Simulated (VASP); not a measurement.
Method: PBE GGA, VASP's PBE PAW potentials (set 64) (plane waves; VASP 6.6.1).

VASP input:

File KPOINTS:
```
Automatic mesh
0
gamma
6 6 4
0 0 0
```

POSCAR:
```
MgI2
1
    2.1041397787    -3.6444765601     0.0000000000
    2.1041397787     3.6444765601     0.0000000000
    0.0000000000     0.0000000000     7.4436703484
Mg I
1 2
Direct
  0.0000000000   0.0000000000   0.0000000000
  0.3333330000   0.6666670000   0.2209605370
  0.6666670000   0.3333330000   0.7790394630
```

### INCAR
```
LASPH = .TRUE.
SIGMA = 0.05   # width (eV)
SYSTEM = MgI2
ALGO = Normal
GGA = PE   # PBE
PREC = Accurate
NELM = 100
ISMEAR = 0
LWAVE = .FALSE.
EDIFF = 1E-7   # SCF stop (eV)
LMAXMIX = 4
ISIF = 2
ENCUT = 480   # plane-wave cut-off (eV)
LREAL = .FALSE.   # projection in real space or not
LCHARG = .FALSE.
```

POTCAR, in this order: Mg I (PBE.64 set). Program: vasp_std.

Without a dispersion term in the relaxation, distances and binding between the weakly bound layers, chains or molecules are unreliable, and so is what depends on them.

Q: What does the run give for the energy per atom (σ→0), largest force?

A: 
The energy per atom (σ→0) is -248.7 kJ/mol of atoms. The largest force is 0.113 eV/Å.

OSZICAR:
```
...
DAV:   7    -0.773527133285E+01    0.25990E-01   -0.15202E-01   660   0.218E+00    0.743E-01
DAV:   8    -0.773339097064E+01    0.18804E-02   -0.10692E-02   656   0.624E-01    0.229E-01
DAV:   9    -0.773353659601E+01   -0.14563E-03   -0.96066E-04   724   0.227E-01    0.900E-02
DAV:  10    -0.773352497342E+01    0.11623E-04   -0.29948E-05   688   0.465E-02    0.411E-02
DAV:  11    -0.773353082829E+01   -0.58549E-05   -0.17504E-05   676   0.322E-02    0.271E-02
DAV:  12    -0.773353155144E+01   -0.72315E-06   -0.93616E-07   724   0.665E-03    0.109E-02
DAV:  13    -0.773353156364E+01   -0.12206E-07   -0.16560E-08   508   0.117E-03
   1 F= -.77335316E+01 E0= -.77335316E+01  d E =-.162354E-11
```

The compound is MgI2 in the 1T layered structure. This cell was strained or had an atom moved on purpose.
